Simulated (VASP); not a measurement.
Consider the following.

```
Al
1.0
    0.00000     2.00598     2.00598
    2.00598     0.00000     2.00598
    2.00598     2.00598     0.00000
Al
1
Direct
  0.00000   0.00000   0.00000
```

The numbers are results of PBEsol GGA, VASP's PBE PAW potentials (set 64) (plane waves; VASP 6.6.1), not measurements. Settings: 520 eV cut-off, 16×16×16 Γ-centred mesh, first-order Methfessel-Paxton smearing of 0.10 eV, potentials Al.

Task: Estimate the energy per atom (σ→0), band gap (on the k-mesh) with the smallest direct gap where there is one.

Result: 
```
Item                                                        Result
------------------------  ----------------------------------------
band gap (on the k-mesh)  none (metal, semimetal or under 0.01 eV)
energy per atom (σ→0)                               -4.098 eV/atom
```

The absolute energy has meaning only against runs of the same code, potentials and settings.

The compound is Al in the fcc structure. It was relaxed first.
